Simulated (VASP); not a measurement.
The system is MgO.

```xyz
2
Lattice="0.0000 2.1220 2.1220 2.1220 0.0000 2.1220 2.1220 2.1220 0.0000" Properties=species:S:1:pos:R:3 pbc="T T T"
Mg    2.1220    2.1220    4.2441
O     2.1220    2.1220    2.1220
```

The cell is a database's computed one.

Base run:

| Property | Result |
| --- | --- |
| Program | VASP 6.6.1 |
| Functional | r2SCAN |
| Potentials or basis | VASP PAW PBE potentials, release 64 (Mg, O) |
| Cutoff | 450 eV |
| k mesh | 14 × 14 × 14 |
| Occupations | gaussian, width 0.02 eV |
| Spin | no spin polarisation |

Its results: band gap on the k mesh 5.38 eV, direct.

**Question.** The run is repeated on the same cell with these changes: functional from r2SCAN to PBE; cutoff from 450 eV to 600 eV. What comes out?

**Answer.** Band gap on the k mesh 4.51 eV, direct.

r2SCAN gives the wider gap, since meta-GGAs in the generalised Kohn-Sham scheme recover part of the derivative discontinuity.
